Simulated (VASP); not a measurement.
Write the native input for VASP 6.6.1 that does the following.

```
Task                   : single point
Functional             : PBE
Potentials or basis    : VASP PAW PBE potentials, release 64 (P, Li_sv)
Cutoff                 : 520 eV
k mesh                 : 11 × 11 × 11
Occupations            : fermi-dirac, width 0.1 eV
Spin                   : no spin polarisation
Dipole correction      : no
Further INCAR settings : ALGO = Fast; EDIFF = 1e-06; NBANDS = 12
```

The structure of Li2P lies in POSCAR:

```
Li2P
1.0
    0.0000000000      2.5431000000      2.5431000000
    2.5431000000      0.0000000000      2.5431000000
    2.5431000000      2.5431000000      0.0000000000
P Li
1 2
Direct
    0.0000000000      0.0000000000      0.0000000000
    0.2500000000      0.2500000000      0.2500000000
    0.7500000000      0.7500000000      0.7500000000
```

The cell was built by a generator and needn't be a form met in nature.

These files were run (other wordings do the same):

INCAR

```
ALGO = Fast
EDIFF = 1E-6
ENCUT = 520
GGA = PE
ISIF = 2
ISMEAR = -1
LASPH = T
LCHARG = F
LREAL = F
LWAVE = F
NBANDS = 12
NELM = 80
PREC = Accurate
SIGMA = 0.1
```

KPOINTS

```
k-points
0
Gamma
  11 11 11
```

Potentials or basis: VASP PAW PBE potentials, release 64 (P, Li_sv).

The run is started by

```console
$ cat potpaw_PBE.64/P/POTCAR potpaw_PBE.64/Li_sv/POTCAR > POTCAR
$ mpirun -np 1 vasp_std > vasp.out
```

It gave:

```
Band gap on the k mesh : none (metal or under the smearing width)
```

It took 22 s on 1 thread of Intel(R) Xeon(R) Platinum 8488C (Sapphire Rapids) (shared host), peak memory 0.15 GiB.
